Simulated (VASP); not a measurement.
Shape and ions are relaxed at each volume.

Given:

```
CELL_PARAMETERS angstrom
      1.27148    -2.20227     0.00000
      1.27148     2.20227     0.00000
      0.00000     0.00000     4.20530
ATOMIC_POSITIONS crystal
  B  0.66667 0.33333 0.50022
  B  0.33333 0.66667 0.00022
  N  0.66667 0.33333 0.87478
  N  0.33333 0.66667 0.37478
```

Calculation: PBE GGA with D3 dispersion (Becke-Johnson damping), VASP's PBE PAW potentials (set 64) (plane waves; VASP). Numerical set-up: 520 eV cut-off, 10×10×5 Γ-centred mesh, Gaussian smearing of 0.050 eV, potentials B N.

Q: Give the energy at these volumes per atom, relative to the lowest: 5.53, 5.71, 5.88, 6.06, 6.24 Å³.

A: 28.5, 7.0, 0.0, 5.7, 22.5 meV/atom. A third-order Birch-Murnaghan fit gives B0 = 382 GPa and B0′ = 3.7.

Measured: bulk modulus 375 GPa (computed value off by +1.9 %), as given by Equation of state of wurtzitic boron nitride to 66 GPa, Appl. Phys. Lett., doi 10.1063/1.121186. The calculation is for a static lattice, while the measured bulk modulus holds thermal and zero-point effects, which are part of the difference.

The compound is BN in the wurtzite structure, a metastable high-pressure form. It was relaxed first.
